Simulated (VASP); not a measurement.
# Mg(0001) over its thickness, part 3 of 7

How many layers does a slab of Mg(0001) need before surface energy, work function and relaxation settle?

VASP 6.6.1; PBE; plane waves and PAW (Mg).

So far. Step 4 (Relaxing the slab, layers 4): The run ended after 9 ionic steps, 0.007 eV below its first step, once the forces on the free atoms met EDIFFG = -0.01. Step 5 (The vacuum level, layers 4): The vacuum level lies 3.81 eV above the Fermi level at the upper face; both faces agree, as the slab has next to no dipole.

**6. Relaxing the slab, layers 5**

System of this step: Mg(0001). The cell holds 5 atoms: 5 Mg. Cell: a = 3.186 Å, b = 3.186 Å, c = 25.402 Å, α = 90.0°, β = 90.0°, γ = 60.0°. It derives from Mg. 5 layers of hcp Mg, cut at this functional's lattice. Vacuum lies along c.

INCAR reads:

```
SYSTEM = Mg
PREC = Normal
ENCUT = 320
EDIFF = 1E-06
NELM = 120
ISMEAR = 1
SIGMA = 0.15
LREAL = .FALSE.
ALGO = Fast
GGA = PE
NBANDS = 11
LORBIT = 11
LWAVE = .FALSE.
LCHARG = .FALSE.
KPAR = 4
IBRION = 2
NSW = 50
ISIF = 2
EDIFFG = -0.01
POTIM = 0.4
MAXMIX = 40
```

POSCAR reads:

```
Mg
1.0
    3.1860766385      0.0000000000      0.0000000000
    1.5930383192      2.7592233073      0.0000000000
    0.0000000000      0.0000000000     25.4015210500
Mg
5
Direct
    0.0000000000      0.0000000000      0.2952579100
    0.6666666700      0.6666666700      0.3976289500
    0.0000000000      0.0000000000      0.5000000000
    0.6666666700      0.6666666700      0.6023710500
    0.0000000000      0.0000000000      0.7047420900
```

KPOINTS reads:

```
Automatic mesh
0
Gamma
12 12 1
0 0 0
```

The projector-augmented-wave data sets are Mg (PBE family, release 64).

Command:

```bash
mpirun -np 4 vasp_std
```

Output:

```text
[banner, memory and clock lines left out]
running    4 mpi-ranks, on    1 nodes
[...]
LDA part: xc-table for (Slater+PW92), standard interpolation
 POSCAR, INCAR and KPOINTS ok, starting setup
[...]
entering main loop
       N       E                     dE             d eps       ncg     rms          rms(c)
DAV:   1     0.870141397316E+01    0.87014E+01   -0.22639E+03   418   0.410E+02
DAV:   2    -0.648774622759E+01   -0.15189E+02   -0.14616E+02   563   0.597E+01
DAV:   3    -0.708574942409E+01   -0.59800E+00   -0.57907E+00   528   0.112E+01
DAV:   4    -0.709740374425E+01   -0.11654E-01   -0.11649E-01   545   0.199E+00
[...]
RMM:  15    -0.691238221885E+01   -0.29801E-05   -0.18031E-06   340   0.755E-03    0.102E-03
RMM:  16    -0.691241032092E+01   -0.28102E-04   -0.30097E-06   347   0.642E-03    0.115E-03
RMM:  17    -0.691241089108E+01   -0.57016E-06   -0.27717E-07   294   0.323E-03
   1 F= -.69124109E+01 E0= -.69114322E+01  d E =-.691241E+01
[... from here on, the cycles between the ionic steps are left out ...]
   2 F= -.69132370E+01 E0= -.69123021E+01  d E =-.826082E-03
   3 F= -.69150845E+01 E0= -.69142824E+01  d E =-.267360E-02
   4 F= -.69160694E+01 E0= -.69155069E+01  d E =-.365854E-02
   5 F= -.69161585E+01 E0= -.69155470E+01  d E =-.374757E-02
   6 F= -.69163945E+01 E0= -.69158333E+01  d E =-.236066E-03
   7 F= -.69170237E+01 E0= -.69166191E+01  d E =-.865272E-03
   8 F= -.69179142E+01 E0= -.69178896E+01  d E =-.175578E-02
   9 F= -.69182099E+01 E0= -.69189574E+01  d E =-.205146E-02
[...]
reached required accuracy - stopping structural energy minimisation
```

The job ended after 29 s (4 MPI ranks of AMD EPYC 7571, shared host; peak memory 0.61 GiB).

From OUTCAR (step 6):

```text
  Total       -1.2223310     -1.2223310     -0.0996333      0.0000000     -0.0000000     -0.0000000
  in kB       -8.7699399     -8.7699399     -0.7148458      0.0000000     -0.0000000     -0.0000000
  external PRESSURE =      -6.0849085 kB  Pullay stress =       0.0000000 kB

 POSITION                                       TOTAL-FORCE (eV/Angst)
 -----------------------------------------------------------------------------------
      0.00000      0.00000      7.40524         0.000000     -0.000000      0.005919
      3.18608      1.83948     10.07811         0.000000      0.000000      0.005513
      0.00000      0.00000     12.70076        -0.000000     -0.000000     -0.000000
      3.18608      1.83948     15.32342        -0.000000      0.000000     -0.005513
      0.00000      0.00000     17.99628         0.000000     -0.000000     -0.005919
 -----------------------------------------------------------------------------------
    total drift:                                0.000035      0.000020      0.000000

  FREE ENERGIE OF THE ION-ELECTRON SYSTEM (eV)
  ---------------------------------------------------
  free  energy   TOTEN  =        -6.9182099235 eV

  energy  without entropy=       -6.9204522999  energy(sigma->0) =       -6.91895738

[... 1 part as in an earlier step ...]

[... 3 further parts left out ...]
[key lines of the parts left out:]
E-fermi :  -0.4186
```

Relaxation path:

| step | energy less that of the first step (eV) | largest force (eV/Å) |
| --- | --- | --- |
| 1 | 0.0000 | 0.0836 |
| 2 | -0.0008 | 0.0762 |
| 3 | -0.0027 | 0.0545 |
| 4 | -0.0037 | 0.0423 |
| 5 | -0.0037 | 0.0277 |
| 6 | -0.0040 | 0.0264 |
| 7 | -0.0046 | 0.0227 |
| 8 | -0.0055 | 0.0123 |
| 9 | -0.0058 | 0.0059 |

The atoms that moved most (Å):

```csv
atom,dx,dy,dz,length
Mg1,0.000,0.000,-0.095,0.095
Mg5,0.000,0.000,0.095,0.095
Mg4,0.000,0.000,0.022,0.022
Mg2,0.000,0.000,-0.022,0.022
```

The relaxed structure:

```xyz
5
Lattice="3.1861 0.0000 0.0000 1.5930 2.7592 0.0000 0.0000 0.0000 25.4015" Properties=species:S:1:pos:R:3
Mg    0.0000    0.0000    7.4052
Mg    3.1861    1.8395   10.0781
Mg    0.0000    0.0000   12.7008
Mg    3.1861    1.8395   15.3234
Mg    0.0000    0.0000   17.9963
```

The run ended after 9 ionic steps, 0.006 eV below its first step, once the forces on the free atoms met EDIFFG = -0.01.

**7. The vacuum level, layers 5**

Edit INCAR of step 6 so:

```diff
@@ -15,7 +15,6 @@
 KPAR = 4
-IBRION = 2
-NSW = 50
-ISIF = 2
-EDIFFG = -0.01
-POTIM = 0.4
-MAXMIX = 40
+IDIPOL = 3
+LDIPOL = .TRUE.
+DIPOL = 0.5 0.5 0.5
+LVHAR = .TRUE.
+LVACPOTAV = .TRUE.
```

POSCAR reads:

```
Mg
1.0
    3.1860766385      0.0000000000      0.0000000000
    1.5930383192      2.7592233073      0.0000000000
    0.0000000000      0.0000000000     25.4015210500
Mg
5
Direct
    0.0000000000      0.0000000000      0.2915274499
    0.6666666700      0.6666666700      0.3967520636
    0.0000000000      0.0000000000      0.5000000000
    0.6666666700      0.6666666700      0.6032479364
    0.0000000000      0.0000000000      0.7084725501
```

KPOINTS is that of step 6.

Command:

```bash
mpirun -np 4 vasp_std
```

Output:

```text
[... set-up lines as in an earlier step ...]
 entering main loop
       N       E                     dE             d eps       ncg     rms          rms(c)
DAV:   1     0.847470311721E+01    0.84747E+01   -0.22578E+03   418   0.410E+02
DAV:   2    -0.646921226394E+01   -0.14944E+02   -0.14346E+02   555   0.592E+01
DAV:   3    -0.707556578676E+01   -0.60635E+00   -0.58985E+00   544   0.112E+01
DAV:   4    -0.708575169332E+01   -0.10186E-01   -0.10182E-01   529   0.186E+00
[...]
RMM:  17    -0.691820536961E+01   -0.23695E-05   -0.31998E-07   335   0.342E-03    0.321E-04
RMM:  18    -0.691820965902E+01   -0.42894E-05   -0.13499E-07   296   0.215E-03    0.127E-04
RMM:  19    -0.691820996849E+01   -0.30947E-06   -0.32936E-08   223   0.153E-03
 [... a notice as in an earlier step ...]

   1 F= -.69182100E+01 E0= -.69189567E+01  d E =0.224008E-02
```

Run time: 9.8 s. Hardware: 4 MPI ranks; peak memory 0.52 GiB.

Parts of OUTCAR (step 7):

```text
  Total       -1.2223446     -1.2223446     -0.0991379      0.0000000      0.0000000      0.0000000
  in kB       -8.7700375     -8.7700375     -0.7112911      0.0000000      0.0000000      0.0000000
  external PRESSURE =      -6.0837887 kB  Pullay stress =       0.0000000 kB

 POSITION                                       TOTAL-FORCE (eV/Angst)
 -----------------------------------------------------------------------------------
      0.00000      0.00000      7.40524        -0.000000     -0.000000      0.005656
      3.18608      1.83948     10.07811        -0.000000      0.000000      0.005717
      0.00000      0.00000     12.70076         0.000000      0.000000      0.000000
      3.18608      1.83948     15.32342        -0.000000     -0.000000     -0.005717
      0.00000      0.00000     17.99628        -0.000000     -0.000000     -0.005656
 -----------------------------------------------------------------------------------
    total drift:                                0.000035      0.000020      0.000000

  FREE ENERGIE OF THE ION-ELECTRON SYSTEM (eV)
  ---------------------------------------------------
  free  energy   TOTEN  =        -6.9182099685 eV

  energy  without entropy=       -6.9204500529  energy(sigma->0) =       -6.91895666

[... 2 parts as in an earlier step ...]

[... 1 further part left out ...]
[key lines of the parts left out:]
E-fermi :  -0.4186
```

Zero at the Fermi level. The planar average of the electrostatic potential by height:

| height (Å) | planar average of the electrostatic potential (eV) |
| --- | --- |
| 0.0 | 3.77 |
| 0.5 | 3.77 |
| 1.0 | 3.77 |
| 1.5 | 3.77 |
| 2.0 | 3.77 |
| 2.5 | 3.77 |
| 3.0 | 3.77 |
| 3.5 | 3.76 |
| 4.0 | 3.75 |
| 4.5 | 3.71 |
| 5.0 | 3.59 |
| 5.5 | 3.24 |
| 6.0 | 2.22 |
| 6.5 | -0.368 |
| 7.0 | -4.84 |
| 7.5 | -6.34 |
| 8.0 | -3.09 |
| 8.5 | 0.675 |
| 9.0 | 0.617 |
| 9.5 | -3.23 |
| 10.0 | -6.37 |
| 10.5 | -4.62 |
| 11.0 | -0.231 |
| 11.5 | 0.924 |
| 12.0 | -2.01 |
| 12.5 | -5.92 |
| 13.0 | -5.40 |
| 13.5 | -1.09 |
| 14.0 | 1.01 |
| 14.5 | -0.963 |
| 15.0 | -5.33 |
| 15.5 | -6.08 |
| 16.0 | -2.27 |
| 16.5 | 0.929 |
| 17.0 | 0.220 |
| 17.5 | -3.99 |
| 18.0 | -6.44 |
| 18.5 | -4.05 |
| 19.0 | 0.328 |
| 19.5 | 2.51 |
| 20.0 | 3.34 |
| 20.5 | 3.63 |
| 21.0 | 3.72 |
| 21.5 | 3.75 |
| 22.0 | 3.76 |
| 22.5 | 3.77 |
| 23.0 | 3.77 |
| 23.5 | 3.77 |
| 24.0 | 3.77 |
| 24.5 | 3.77 |
| 25.0 | 3.77 |

The vacuum level lies 3.77 eV above the Fermi level at the upper face; both faces agree, as the slab has next to no dipole.

The program found no field-free point at its default tolerance, but its printed level agrees with the flat part of the planar average.

**8. Relaxing the slab, layers 6**

System of this step: Mg(0001). The cell holds 6 atoms: 6 Mg. Its edges and angles: a = 3.186 Å, b = 3.186 Å, c = 28.002 Å, α = 90.0°, β = 90.0°, γ = 60.0°. It derives from Mg. 6 layers of hcp Mg, cut at this functional's lattice. Vacuum lies along c.

INCAR reads:

```
SYSTEM = Mg
PREC = Normal
ENCUT = 320
EDIFF = 1E-06
NELM = 120
ISMEAR = 1
SIGMA = 0.15
LREAL = .FALSE.
ALGO = Fast
GGA = PE
NBANDS = 12
LORBIT = 11
LWAVE = .FALSE.
LCHARG = .FALSE.
KPAR = 4
IBRION = 2
NSW = 50
ISIF = 2
EDIFFG = -0.01
POTIM = 0.4
MAXMIX = 40
```

POSCAR reads:

```
Mg
1.0
    3.1860766385      0.0000000000      0.0000000000
    1.5930383192      2.7592233073      0.0000000000
    0.0000000000      0.0000000000     28.0019013125
Mg
6
Direct
    0.6666666700      0.6666666700      0.2678389600
    0.0000000000      0.0000000000      0.3607033700
    0.6666666700      0.6666666700      0.4535677900
    0.0000000000      0.0000000000      0.5464322100
    0.6666666700      0.6666666700      0.6392966300
    0.0000000000      0.0000000000      0.7321610400
```

KPOINTS is that of step 7.

Command:

```bash
mpirun -np 4 vasp_std
```

Output:

```text
[banner, memory and clock lines left out]
running    4 mpi-ranks, on    1 nodes
[...]
LDA part: xc-table for (Slater+PW92), standard interpolation
 POSCAR, INCAR and KPOINTS ok, starting setup
[...]
entering main loop
       N       E                     dE             d eps       ncg     rms          rms(c)
DAV:   1     0.148137384408E+02    0.14814E+02   -0.26401E+03   456   0.452E+02
DAV:   2    -0.763339605817E+01   -0.22447E+02   -0.21116E+02   608   0.690E+01
DAV:   3    -0.859727860385E+01   -0.96388E+00   -0.93152E+00   628   0.139E+01
DAV:   4    -0.861356886316E+01   -0.16290E-01   -0.16280E-01   628   0.230E+00
[...]
RMM:  16    -0.840345650549E+01   -0.89724E-05   -0.17484E-06   359   0.749E-03    0.988E-04
RMM:  17    -0.840347646845E+01   -0.19963E-04   -0.13618E-06   340   0.496E-03    0.542E-04
RMM:  18    -0.840347745209E+01   -0.98364E-06   -0.16631E-07   309   0.268E-03
   1 F= -.84034775E+01 E0= -.84003445E+01  d E =-.840348E+01
[... from here on, the cycles between the ionic steps are left out ...]
   2 F= -.84040441E+01 E0= -.84009292E+01  d E =-.566635E-03
   3 F= -.84052648E+01 E0= -.84022090E+01  d E =-.178732E-02
   4 F= -.84055912E+01 E0= -.84026766E+01  d E =-.211370E-02
   5 F= -.84057977E+01 E0= -.84028265E+01  d E =-.232023E-02
   6 F= -.84059676E+01 E0= -.84029377E+01  d E =-.169866E-03
   7 F= -.84061252E+01 E0= -.84029674E+01  d E =-.327525E-03
[...]
reached required accuracy - stopping structural energy minimisation
```

Run time: 28 s. Hardware: 4 MPI ranks; peak memory 0.65 GiB; 1.8 min of CPU time.

OUTCAR, selected parts (step 8):

```text
  Total       -0.8253975     -0.8253975     -0.0821515      0.0000000      0.0000000      0.0000000
  in kB       -5.3720883     -5.3720883     -0.5346821      0.0000000      0.0000000      0.0000000
  external PRESSURE =      -3.7596196 kB  Pullay stress =       0.0000000 kB

 POSITION                                       TOTAL-FORCE (eV/Angst)
 -----------------------------------------------------------------------------------
      3.18608      1.83948      7.48475         0.000000     -0.000000      0.003280
      0.00000      0.00000     10.12659        -0.000000     -0.000000      0.003195
      3.18608      1.83948     12.70928         0.000000      0.000000     -0.000516
      0.00000      0.00000     15.29262        -0.000000     -0.000000      0.000516
      3.18608      1.83948     17.87532         0.000000      0.000000     -0.003195
      0.00000      0.00000     20.51715         0.000000     -0.000000     -0.003280
 -----------------------------------------------------------------------------------
    total drift:                                0.000050      0.000029     -0.000001

  FREE ENERGIE OF THE ION-ELECTRON SYSTEM (eV)
  ---------------------------------------------------
  free  energy   TOTEN  =        -8.4061252099 eV

  energy  without entropy=       -8.3966518848  energy(sigma->0) =       -8.40296743

[... 1 part as in an earlier step ...]

[... 3 further parts left out ...]
[key lines of the parts left out:]
E-fermi :  -0.1205
```

Relaxation path:

| step | energy less that of the first step (eV) | largest force (eV/Å) |
| --- | --- | --- |
| 1 | 0.0000 | 0.0769 |
| 2 | -0.0006 | 0.0669 |
| 3 | -0.0018 | 0.0370 |
| 4 | -0.0021 | 0.0453 |
| 5 | -0.0023 | 0.0333 |
| 6 | -0.0025 | 0.0231 |
| 7 | -0.0026 | 0.0033 |

The atoms that moved most (Å):

```csv
atom,dx,dy,dz,length
Mg5,0.000,0.000,-0.026,0.026
Mg2,0.000,0.000,0.026,0.026
Mg6,0.000,0.000,0.015,0.015
Mg1,0.000,0.000,-0.015,0.015
Mg3,0.000,0.000,0.009,0.009
Mg4,0.000,0.000,-0.009,0.009
```

Final coordinates:

```cif
data_structure
_symmetry_space_group_name_H-M 'P 1'
_symmetry_Int_Tables_number 1
_cell_length_a 3.1861
_cell_length_b 3.1861
_cell_length_c 28.0019
_cell_angle_alpha 90.000
_cell_angle_beta 90.000
_cell_angle_gamma 60.000
_cell_volume 246.17
loop_
_atom_site_label
_atom_site_type_symbol
_atom_site_fract_x
_atom_site_fract_y
_atom_site_fract_z
_atom_site_occupancy
Mg1 Mg 0.66667 0.66667 0.26729 1
Mg2 Mg 0.00000 0.00000 0.36164 1
Mg3 Mg 0.66667 0.66667 0.45387 1
Mg4 Mg 0.00000 0.00000 0.54613 1
Mg5 Mg 0.66667 0.66667 0.63836 1
Mg6 Mg 0.00000 0.00000 0.73271 1
```

The run ended after 7 ionic steps, 0.003 eV below its first step, once the forces on the free atoms met EDIFFG = -0.01.

**9. The vacuum level, layers 6**

Edit INCAR of step 8 so:

```diff
@@ -15,7 +15,6 @@
 KPAR = 4
-IBRION = 2
-NSW = 50
-ISIF = 2
-EDIFFG = -0.01
-POTIM = 0.4
-MAXMIX = 40
+IDIPOL = 3
+LDIPOL = .TRUE.
+DIPOL = 0.5 0.5 0.5
+LVHAR = .TRUE.
+LVACPOTAV = .TRUE.
```

POSCAR reads:

```
Mg
1.0
    3.1860766385      0.0000000000      0.0000000000
    1.5930383192      2.7592233073      0.0000000000
    0.0000000000      0.0000000000     28.0019013125
Mg
6
Direct
    0.6666666700      0.6666666700      0.2672944414
    0.0000000000      0.0000000000      0.3616392176
    0.6666666700      0.6666666700      0.4538719122
    0.0000000000      0.0000000000      0.5461280878
    0.6666666700      0.6666666700      0.6383607824
    0.0000000000      0.0000000000      0.7327055586
```

KPOINTS is that of step 8.

Command:

```bash
mpirun -np 4 vasp_std
```

Output:

```text
[... set-up lines as in an earlier step ...]
 entering main loop
       N       E                     dE             d eps       ncg     rms          rms(c)
DAV:   1     0.147921510825E+02    0.14792E+02   -0.26392E+03   456   0.452E+02
DAV:   2    -0.763283247375E+01   -0.22425E+02   -0.21088E+02   608   0.689E+01
DAV:   3    -0.859879589605E+01   -0.96596E+00   -0.93479E+00   628   0.139E+01
DAV:   4    -0.861512554883E+01   -0.16330E-01   -0.16320E-01   624   0.230E+00
[...]
RMM:  16    -0.840610210749E+01   -0.99764E-05   -0.18509E-06   455   0.741E-03    0.102E-03
RMM:  17    -0.840612186431E+01   -0.19757E-04   -0.11055E-06   408   0.461E-03    0.454E-04
RMM:  18    -0.840612284709E+01   -0.98278E-06   -0.17002E-07   320   0.261E-03
 [... a notice as in an earlier step ...]

   1 F= -.84061228E+01 E0= -.84029644E+01  d E =-.947530E-02
```

The job ended after 12 s (4 MPI ranks; peak memory 0.55 GiB).

OUTCAR, selected parts (step 9):

```text
  Total       -0.8252338     -0.8252338     -0.0813541      0.0000000      0.0000000      0.0000000
  in kB       -5.3710232     -5.3710232     -0.5294918      0.0000000      0.0000000      0.0000000
  external PRESSURE =      -3.7571794 kB  Pullay stress =       0.0000000 kB

 POSITION                                       TOTAL-FORCE (eV/Angst)
 -----------------------------------------------------------------------------------
      3.18608      1.83948      7.48475        -0.000000     -0.000000      0.003449
      0.00000      0.00000     10.12659         0.000000      0.000000      0.002917
      3.18608      1.83948     12.70928         0.000000     -0.000000     -0.000335
      0.00000      0.00000     15.29262         0.000000      0.000000      0.000335
      3.18608      1.83948     17.87532        -0.000000      0.000000     -0.002917
      0.00000      0.00000     20.51715        -0.000000     -0.000000     -0.003449
 -----------------------------------------------------------------------------------
    total drift:                                0.000050      0.000029     -0.000000

  FREE ENERGIE OF THE ION-ELECTRON SYSTEM (eV)
  ---------------------------------------------------
  free  energy   TOTEN  =        -8.4061228471 eV

  energy  without entropy=       -8.3966475499  energy(sigma->0) =       -8.40296441

[... 2 parts as in an earlier step ...]

[... 1 further part left out ...]
[key lines of the parts left out:]
E-fermi :  -0.1209
```

The planar average of the electrostatic potential oscillates, so the rows of the table below give means over windows of 2.61 Å about each position, cut where the curve ends. Its maxima inside the range that stand out by 2 % of the span (Å: eV): 8.8: 1.05, 11.4: 0.927, 14.0: 0.924, 16.6: 0.927, 19.2: 1.05. Its minima: 7.4: -6.43, 10.1: -6.43, 12.7: -6.44, 15.3: -6.44, 17.9: -6.43, 20.6: -6.43.

Zero at the Fermi level. Planar average of the electrostatic potential against height; means over each step:

```csv
height (Å),planar average of the electrostatic potential (eV)
1.30,3.71
3.92,3.67
6.53,-1.01
9.14,-2.52
11.75,-2.68
14.36,-2.69
16.97,-2.67
19.58,-2.53
22.19,1.59
24.80,3.71
27.41,3.71
```

The vacuum level lies 3.71 eV above the Fermi level at the upper face; both faces agree, as the slab has next to no dipole.

The program found no field-free point at its default tolerance, but its printed level agrees with the flat part of the planar average.

(Continued in part 4 of 7.)

[Lines on the potential files, build, host, timing and source positions are cut from VASP's logs without a mark.]

[Logs are printed without paths, hosts, clocks, repeated set-up lines and the standing remarks that a program may print on its own settings, such as how far it seeks lower states.]

[Hosts, paths, dates, database ids (printed as entryN), source tags and the programs' standing remarks are cut or masked in the printed files.]

[Runs that stopped without an error message from VASP are left out.]
